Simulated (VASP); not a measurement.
# Pr3Au (I4/mmm) in VASP: further runs

One crystal, Pr3Au, is run at these levels: PBE; tasks: single point.

Everything below comes from runs of VASP 6.6.1. Logs are shortened: lines on timing, memory, paths and dates and some standing lists are left out, and cuts for length are marked.

## (1) Starting point

The structure is tetragonal, space group I4/mmm (No. 139). The conventional cell has a = 4.734 Å, b = 4.734 Å, c = 10.523 Å, α = 90.00°, β = 90.00°, γ = 90.00°. Au (site symmetry 4/mmm) has 12 Pr at 3.35 to 3.54 Å as nearest neighbours. Pr (site symmetry 4/mmm) has 4 Au at 3.35 Å and 8 Pr at 3.54 Å as nearest neighbours. Around Pr (site symmetry -4m2) lie 8 Pr at 3.35 to 3.54 Å and 4 Au at 3.54 Å.

The cell comes from a database or a generator and needn't be the stable form of this composition.

## (2) Single point, PBE, collinear spin, ferromagnetic start

INCAR reads:

```
PREC     = Accurate       # precision mode
ENCUT    = 520            # plane-wave cutoff, eV
EDIFF    = 1E-7           # SCF threshold, eV
ISMEAR   = 0              # smearing method
SIGMA    = 0.02           # smearing width, eV
LREAL    = F              # projectors in reciprocal space
LASPH    = T              # aspherical terms in the spheres
NELM     = 120            # most SCF steps
ALGO     = Fast           # electronic algorithm
ISIF     = 2              # what is computed and relaxed
LWAVE    = F              # write WAVECAR
LCHARG   = F              # write CHGCAR
ISPIN    = 2              # spin polarisation
MAGMOM   = 0 2 2 2        # initial moments
LORBIT   = 11             # projections on sites
LMAXMIX  = 6              # l up to which the mixer works
GGA      = PE             # functional
```

KPOINTS reads:

```
regular mesh
0
Gamma
  8 8 8
```

POSCAR reads:

```
Pr3Au
1.0
   -2.3668310000      2.3668310000      5.2616920000
    2.3668310000     -2.3668310000      5.2616920000
    2.3668310000      2.3668310000     -5.2616920000
Au Pr
1 3
Direct
    0.0000000000      0.0000000000      0.0000000000
    0.5000000000      0.5000000000      0.0000000000
    0.2500000000      0.7500000000      0.5000000000
    0.7500000000      0.2500000000      0.5000000000
```

Potentials or basis: VASP PAW PBE potentials, release 64 (Au, Pr_3), 4f in core.

Run with:

```
cat potpaw_PBE.64/Au/POTCAR potpaw_PBE.64/Pr_3/POTCAR > POTCAR
mpirun -np 1 vasp_std > vasp.out
```

OUTCAR:

```text
PREC = Accurate
   ENCUT = 520
   EDIFF = 1E-7
   ISMEAR = 0
   LREAL = F
   LASPH = T
   NELM = 120
   ISIF = 2
   ISPIN = 2
   LORBIT = 11
   GGA = PE

 ion  position               nearest neighbor table
   1  0.000  0.000  0.000-   2 3.35   2 3.35   2 3.35   2 3.35   4 3.54   3 3.54   4 3.54   3 3.54
                             4 3.54   4 3.54   3 3.54   3 3.54
   2  0.500  0.500  0.000-   1 3.35   1 3.35   1 3.35   1 3.35   4 3.54   3 3.54   4 3.54   3 3.54
                             3 3.54   3 3.54   4 3.54   4 3.54
   3  0.250  0.750  0.500-   4 3.35   4 3.35   4 3.35   4 3.35   2 3.54   1 3.54   2 3.54   1 3.54
                             1 3.54   1 3.54   2 3.54   2 3.54
   4  0.750  0.250  0.500-   3 3.35   3 3.35   3 3.35   3 3.35   2 3.54   1 3.54   2 3.54   1 3.54
                             2 3.54   2 3.54   1 3.54   1 3.54

  LATTYP: Found a body centered tetragonal cell.
 ALAT       =     4.7336620000
 C/A-ratio  =     2.2230957766

  Lattice vectors:

 A1 = (  -2.3668310000,   2.3668310000,   5.2616920000)
 A2 = (   2.3668310000,  -2.3668310000,   5.2616920000)
 A3 = (   2.3668310000,   2.3668310000,  -5.2616920000)

Analysis of symmetry for initial positions (statically):
=====================================================================
 Subroutine PRICEL returns:
 Original cell was already a primitive cell.

 Routine SETGRP: Setting up the symmetry group for a
 body centered tetragonal supercell.

 Subroutine GETGRP returns: Found 16 space group operations
 (whereof 16 operations were pure point group operations)
 out of a pool of 16 trial point group operations.

The static configuration has the point symmetry D_4h.

Analysis of symmetry for dynamics (positions and initial velocities):
=====================================================================
 Subroutine PRICEL returns:
 Original cell was already a primitive cell.

 Routine SETGRP: Setting up the symmetry group for a
 body centered tetragonal supercell.

 Subroutine GETGRP returns: Found 16 space group operations
 (whereof 16 operations were pure point group operations)
 out of a pool of 16 trial point group operations.

The dynamic configuration has the point symmetry D_4h.

Analysis of structural, dynamic, and magnetic symmetry:
=====================================================================
 Subroutine PRICEL returns:
 Original cell was already a primitive cell.

 Routine SETGRP: Setting up the symmetry group for a
 body centered tetragonal supercell.

[... 137 lines left out ...]
   LEPSILON=     F    determine dielectric tensor
   LRPA    =     F    only Hartree local field effects (RPA)
 spin polarized calculation
 RMM-DIIS sequential band-by-band and
 Gauss-broadening in eV      SIGMA  =   0.02
  energy-cutoff  :      520.00
  volume of cell :      117.90
 maximum number of plane-waves:      3200
 NGX is ok and might be reduce to    48
   NGX = 23   NGY = 23   NGZ = 23

 number of electron      44.0000000 magnetization       0.0000558

 Free energy of the ion-electron system (eV)
  ---------------------------------------------------
  ext. energy  EPLUGINS =         0.00000000
  ---------------------------------------------------
  free energy    TOTEN  =       -18.24912155 eV

  energy without entropy =      -18.24804096  energy(sigma->0) =      -18.24858125

 E-fermi :   4.6251     XC(G=0): -10.3053

 val. band max:        4.6099191788   @ k =  -0.2500   0.3750   0.1250
 cond. band min:       4.6292106057   @ k =  -0.2500   0.1250  -0.0000
 fundamental gap:      0.0192914269
 Fermi energy:         4.6251434580

 spin component 1

 k-point     1 :       0.0000    0.0000    0.0000
  band No.  band energies     occupation
      1     -31.7861      1.00000
      2     -31.5664      1.00000
      3     -31.3902      1.00000
      4     -14.3198      1.00000
      5     -14.1561      1.00000
      6     -14.1561      1.00000
[... 757 lines left out ...]
     28       7.0372      0.00000
     29       7.3279      0.00000

 [... further k-points ...]

 spin component 2

 k-point     1 :       0.0000    0.0000    0.0000
  band No.  band energies     occupation
      1     -31.7861      1.00000
      2     -31.5664      1.00000
      3     -31.3902      1.00000
      4     -14.3198      1.00000
      5     -14.1560      1.00000
      6     -14.1560      1.00000
[... 757 lines left out ...]
     28       7.0372      0.00000
     29       7.3280      0.00000

 [... further k-points ...]

------------------------ aborting loop because EDIFF is reached ----------------------------------------

  FORCE on cell =-STRESS in cart. coord.  units (eV):
  Direction    XX          YY          ZZ          XY          YZ          ZX
  --------------------------------------------------------------------------------------
  -------------------------------------------------------------------------------------
  Total        0.0810111      0.0810111     -0.1671807      0.0000000      0.0000000      0.0000000
  in kB        1.1008676      1.1008676     -2.2718352      0.0000000      0.0000000      0.0000000
  external PRESSURE =      -0.0233667 kB  Pullay stress =       0.0000000 kB

 VOLUME and BASIS-vectors are now :
 -----------------------------------------------------------------------------
  energy-cutoff  :      520.00
  volume of cell :      117.90
      direct lattice vectors                 reciprocal lattice vectors
    -2.366831000  2.366831000  5.261692000     0.000000000  0.211252937  0.095026467
     2.366831000 -2.366831000  5.261692000     0.211252937  0.000000000  0.095026467
     2.366831000  2.366831000 -5.261692000     0.211252937  0.211252937  0.000000000

 POSITION                                       TOTAL-FORCE (eV/Angst)
 -----------------------------------------------------------------------------------
      0.00000      0.00000      0.00000         0.000000      0.000000      0.000000
      0.00000      0.00000      5.26169         0.000000      0.000000      0.000000
      2.36683     -0.00000      2.63085         0.000000     -0.000000     -0.000000
     -0.00000      2.36683      2.63085        -0.000000      0.000000     -0.000000
 -----------------------------------------------------------------------------------
    total drift:                                0.000000     -0.000000      0.000000

  FREE ENERGIE OF THE ION-ELECTRON SYSTEM (eV)
  ---------------------------------------------------
  free  energy   TOTEN  =       -18.2491215539 eV

  energy  without entropy=      -18.2480409558  energy(sigma->0) =      -18.24858125

 total charge

# of ion       s       p       d       tot
------------------------------------------
    1        0.687   0.297   8.623   9.607
    2        2.124   5.723   0.945   8.791
    3        2.123   5.707   1.044   8.873
    4        2.123   5.707   1.044   8.873
--------------------------------------------------
tot          7.056  17.433  11.655  36.144

 magnetization (x)

# of ion       s       p       d       tot
------------------------------------------
    1       -0.000  -0.000  -0.000  -0.000
    2       -0.000   0.000  -0.000  -0.000
    3        0.000   0.000   0.000   0.000
    4        0.000   0.000   0.000   0.000
--------------------------------------------------
tot          0.000   0.000   0.000   0.000
```

stdout:

```text
[... 41 lines left out ...]
 num prob  num prob  num prob  num prob  num prob  num prob  num prob  num prob  num prob  num prob  num prob  num prob  num prob  num prob  num prob  num prob  num prob  num prob  num prob  num prob  num prob  num prob  num prob  num prob  num prob  num prob  num prob  num prob  num prob  num prob  num prob  num prob  num prob  num prob  num prob  num prob  num prob
```

Wall time 20 min (1 thread of Intel Xeon Platinum 8488C (Sapphire Rapids), shared host); peak memory 0.6 GiB.

Results:

| Quantity | Value |
| --- | --- |
| Free energy | -18.2491 eV |
| Pressure | 0.0 GPa |
| Band gap on the k mesh | none (metal or under the smearing width) |
| Net moment | 0.00 μB per cell |
| Valence electrons inside the program's atomic spheres | Au 9.61; Pr 8.79, 8.87 |

Stress tensor (GPa, compression positive):
```
 0.11  0.00  0.00
 0.00  0.11  0.00
 0.00  0.00 -0.23
```

Caveat: the magnetic or orbital state may not be the lowest; the 4f electrons are frozen in the core as for a trivalent ion, so they carry no moment and show no levels. The run has no spin-orbit coupling, so splittings on Au, Pr are missing.

## (3) Single point, PBE, collinear spin, ferromagnetic start

run.py reads:

```python
from ase.calculators.vasp import Vasp
from ase.dft.bandgap import bandgap
from ase.io import read

atoms = read('Pr3Au.cif')
atoms.set_initial_magnetic_moments([0.0, 2.0, 2.0, 2.0])
calc = Vasp(
    directory='calc',
    xc='pbe',
    pp='PBE',
    setups='materialsproject',
    prec='Accurate',
    encut=520,
    ediff=1e-06,
    ismear=0,
    sigma=0.02,
    lreal=False,
    lasph=True,
    nelm=150,
    algo='Normal',
    isif=2,
    lwave=False,
    lcharg=False,
    ispin=2,
    lorbit=11,
    lmaxmix=6,
    kpts=[8, 8, 8],
    gamma=True,
    nbands=34,
)
atoms.calc = calc

print('energy (eV):', atoms.get_potential_energy())
print('free energy (eV):', atoms.get_potential_energy(force_consistent=True))
print('forces (eV/A):')
print(atoms.get_forces())
print('stress (eV/A^3, Voigt):', atoms.get_stress())
print('Fermi level (eV):', calc.get_fermi_level())
print('moment (muB):', atoms.get_magnetic_moment())
print('site moments (muB):', atoms.get_magnetic_moments())
gap, top, bottom = bandgap(calc)
print('band gap (eV):', gap, 'from (spin, k, band)', top, 'to', bottom)
```

Pr3Au.cif reads:

```cif
data_Pr3Au
_cell_length_a 6.23611904
_cell_length_b 6.23611904
_cell_length_c 6.23611904
_cell_angle_alpha 135.39012463
_cell_angle_beta 135.39012463
_cell_angle_gamma 64.92463473
_space_group_name_H-M_alt 'P1'
_space_group_name_Hall 'P 1'
_space_group_IT_number 1
loop_
_space_group_symop_operation_xyz
'x,y,z'
loop_
_atom_site_label
_atom_site_type_symbol
_atom_site_symmetry_multiplicity
_atom_site_Wyckoff_symbol
_atom_site_fract_x
_atom_site_fract_y
_atom_site_fract_z
_atom_site_occupancy
Au1 Au 1 a 0.0000000000 0.0000000000 0.0000000000 1
Pr1 Pr 1 a 0.5000000000 0.5000000000 0.0000000000 1
Pr2 Pr 1 a 0.2500000000 0.7500000000 0.5000000000 1
Pr3 Pr 1 a 0.7500000000 0.2500000000 0.5000000000 1
```

Potentials or basis: VASP PAW PBE potentials, release 64 (Au, Pr_3), 4f in core.

Run with:

```
python run.py
```

Run time: 9.1 min. Hardware: 1 thread of Intel Xeon Platinum 8488C (Sapphire Rapids), shared host; peak memory 0.62 GiB.

The run converged. Its results:

```yaml
Free_energy: -18.2491 eV
Pressure: 0.0 GPa
Band_gap_on_the_k_mesh: none (metal or under the smearing width)
Net_moment: 0.00 μB per cell
Valence_electrons_inside_the_program's_atomic_spheres: Au 9.61; Pr 8.79, 8.87
```

Stress tensor (GPa, compression positive):
```
-0.13 -0.15  0.00
-0.15  0.01  0.00
 0.00  0.00  0.11
```

Levels at points of the mesh, in eV from the Fermi level:
Spin up:
| k point | band 20 | band 21 | band 22 | band 23 | band 24 | band 25 |
| --- | --- | --- | --- | --- | --- | --- |
| (0.00, 0.00, 0.00) | -1.55 | -0.64 | -0.03 | -0.03 | 1.32 | 1.32 |
| (0.50, 0.00, 0.00) | -0.85 | -0.68 | -0.48 | 0.45 | 0.67 | 1.40 |
| (0.50, 0.50, 0.00) | -0.62 | -0.57 | -0.40 | 0.23 | 1.18 | 1.19 |
| (0.50, 0.50, 0.50) | -1.69 | -0.70 | -0.26 | -0.26 | 0.36 | 0.97 |
Spin down:
```
           k point  band 18  band 19  band 20  band 21  band 22  band 23  band 24  band 25  band 26  band 27
(0.00, 0.00, 0.00)    -3.86    -1.83    -1.55    -0.64    -0.03    -0.03     1.32     1.32     1.45     2.40
(0.50, 0.00, 0.00)    -3.38    -1.88    -0.85    -0.68    -0.48     0.45     0.67     1.40     1.97     2.18
(0.50, 0.50, 0.00)    -3.73    -0.83    -0.62    -0.57    -0.40     0.23     1.18     1.19     1.40     2.46
(0.50, 0.50, 0.50)    -4.03    -2.26    -1.69    -0.70    -0.26    -0.26     0.36     0.97     2.92     2.92
```

Caveat: the magnetic or orbital state may not be the lowest; the 4f electrons are frozen in the core as for a trivalent ion, so they carry no moment and show no levels.
